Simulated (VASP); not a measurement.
Energy against volume of KF (rock salt). Calculation: PW91 GGA, VASP's PBE PAW potentials (set 64) (plane waves; VASP). Settings: 520 eV cut-off, 8×8×8 Γ-centred mesh, Gaussian smearing of 0.050 eV, potentials K_sv F.

```json
[
 {"V (Å³/atom)": "19.170", "E (eV/atom)": "-4.19219"},
 {"V (Å³/atom)": "19.763", "E (eV/atom)": "-4.19488"},
 {"V (Å³/atom)": "20.356", "E (eV/atom)": "-4.19423"},
 {"V (Å³/atom)": "20.949", "E (eV/atom)": "-4.19075"}
]
```

Question: Fit these four points and predict the energy of the run at 18.578 Å³/atom.

Answer: A cubic in V^(−2/3), the third-order Birch-Murnaghan form, passes through the four points with V0 = 19.93 Å³/atom and B0 = 29 GPa, and gives -4.1856 eV/atom there. The run gave -4.1855 eV/atom, +0.0 meV/atom from the fit; all five points give B0 = 29 GPa.

The compound is KF in the rock salt structure. It was relaxed first.
